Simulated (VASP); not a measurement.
SnSe2:

```xyz
3
Lattice="3.8091 0.0000 0.0000 -1.9045 3.2987 0.0000 0.0000 0.0000 6.1422" Properties=species:S:1:pos:R:3 pbc="T T T"
Sn    0.0000    0.0000    0.0000
Se    0.0000    2.1992    1.5356
Se    1.9045    1.0996    4.6067
```

The cell was built by a generator and needn't be a form met in nature.

* Program: VASP 6.6.1
* Task: relaxation of cell and atoms
* Functional: PBE
* Dispersion: D3(BJ)
* Potentials or basis: VASP PAW PBE potentials, release 64 (Sn_d, Se)
* Cutoff: 600 eV
* k mesh: 9 × 9 × 5
* Occupations: gaussian, width 0.03 eV
* Spin: no spin polarisation

At the start: pressure 3.1 GPa; volume 25.73 Å³/atom.

Task: How do energy, volume and symmetry change on relaxing?

Result: Over 14 steps the energy falls by 19.1 meV/atom and the volume is 25.58 Å³/atom (-0.6 %); space group P-3m1 (No. 164, to 0.05 Å).

The path:
```tsv
step	energy change (eV)	largest force (eV/Å)	pressure (GPa)	volume (Å³)
1	0.0000	0.7421	3.07	77.18
2	-0.0161	0.2688	-2.66	82.82
3	-0.0434	0.1493	-0.37	80.23
4	-0.0434	0.1598	-0.29	80.17
5	-0.0464	0.1209	-0.19	79.71
6	-0.0482	0.0718	-0.03	79.14
7	-0.0483	0.0559	0.03	78.96
8	-0.0504	0.0361	-0.06	78.73
9	-0.0547	0.0211	-0.28	78.04
10	-0.0550	0.1291	-0.56	76.64
11	-0.0564	0.0699	-0.41	77.37
12	-0.0571	0.0165	0.20	76.47
13	-0.0573	0.0062	0.05	76.71
14	-0.0573	0.0086	0.01	76.73
```

Final structure:
```yaml
crystal:
  lattice:
    - [3.83915, 0.00000, 0.00000]
    - [-1.91957, 3.32480, 0.00000]
    - [0.00000, 0.00000, 6.01117]
  atoms:
    - { symbol: Sn, position: [0.00000, 0.00000, 0.00000] }
    - { symbol: Se, position: [0.33333, 0.66667, 0.26551] }
    - { symbol: Se, position: [0.66667, 0.33333, 0.73449] }
```
